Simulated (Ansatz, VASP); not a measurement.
# SiSbTe3 in VASP and in Ansatz

```
Si Sb Te
1.0
     5.32006    0.00000    0.00000
    -2.66003    4.60731    0.00000
     0.00000    0.00000    6.23192
Si Sb Te
1 1 3
Cartesian
  0.0000 0.0000 3.1160
  0.0000 3.0715 0.0000
  2.6600 1.5358 1.6846
  2.6600 1.5358 4.5473
  0.0000 0.0000 0.0000
```

Change from the starting cell: species swapped into the GaFe3As type (P-6m2, No. 187).

Alike in both runs: functional PBE; k mesh 6 × 6 × 4; occupations gaussian, width 0.1 eV; no spin polarisation.

Ansatz relaxed the structure, and its values are those at the end. VASP's run is a single point on that final structure, the one shown.

|  | VASP | Ansatz |
| --- | --- | --- |
| version | VASP 6.6.1 | Ansatz 0.2.0 |
| potentials or method | VASP PAW PBE potentials, release 64 (Si, Sb, Te) | scalar-relativistic, plane waves, PAW |
| plane-wave cutoff (eV) | 520 | 420 |
| valence electrons in the cell | 27 | 67 |

Ansatz gave:

- gap on the k mesh at the Fermi level (eV): none
- pressure (GPa): 0.0
- rms of the force components (eV/Å): 0.007

**Question.** Which values does VASP return?

**Answer.** gap on the k mesh at the Fermi level (eV): none; pressure (GPa): 0.0; rms of the force components (eV/Å): 0.004.

A gap of «none» marks a metal or a gap that the smearing closes. With one functional, cell and mesh, what is left measures potentials, basis and numerics. The two sets of potentials don't hold the same shells in valence.

Spin-orbit coupling is left out, which matters for the levels of Sb, Te.
